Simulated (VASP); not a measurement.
Elastic constants (GPa) of a crystal from VASP 6.6.1 with PBEsol GGA, VASP's PBE PAW potentials (set 64):

```json
[
 {"": "xx", "xx": "597.2", "yy": "244.0", "zz": "191.8", "yz": "0.0", "xz": "0.0", "xy": "0.0"},
 {"": "yy", "xx": "244.0", "yy": "597.2", "zz": "191.8", "yz": "0.0", "xz": "0.0", "xy": "0.0"},
 {"": "zz", "xx": "191.8", "yy": "191.8", "zz": "721.5", "yz": "0.0", "xz": "0.0", "xy": "0.0"},
 {"": "yz", "xx": "0.0", "yy": "0.0", "zz": "0.0", "yz": "210.5", "xz": "0.0", "xy": "0.0"},
 {"": "xz", "xx": "0.0", "yy": "0.0", "zz": "0.0", "yz": "0.0", "xz": "210.5", "xy": "0.0"},
 {"": "xy", "xx": "0.0", "yy": "0.0", "zz": "0.0", "yz": "0.0", "xz": "0.0", "xy": "176.6"}
]
```

Finite-difference elastic constants of metals are sensitive to mesh and smearing; shear constants can be off by tens of GPa.

Question: Work out the Voigt, Reuss and Hill moduli, Young's modulus and Poisson's ratio.

Answer: All eigenvalues are positive (smallest 176.6 GPa), so the crystal is stable. K_V = (C11+C22+C33+2(C12+C13+C23))/9 = (1915.9 + 2×627.6)/9 = 352.3 GPa; G_V = (1915.9 − 627.6 + 3×597.6)/15 = 205.4 GPa. From the compliances, K_R = 351.6 GPa and G_R = 201.7 GPa. Hill: K = 352.0 GPa, G = 203.6 GPa, E = 9KG/(3K+G) = 512.0 GPa, ν = (3K−2G)/(2(3K+G)) = 0.258. K/G = 1.73, below Pugh's 1.75; universal anisotropy A^U = 0.09.

Question: With a density of 12.63 g/cm³, what are the mean sound speeds?

Answer: v_l = √((K+4G/3)/ρ) = 7.03 km/s and v_t = √(G/ρ) = 4.02 km/s. The crystal is Ru (space group P6_3/mmc), hexagonal.

The structure comes from a measured Ru entry (P6_3/mmc) of the Crystallography Open Database, whose conditions weren't checked. It was relaxed first.
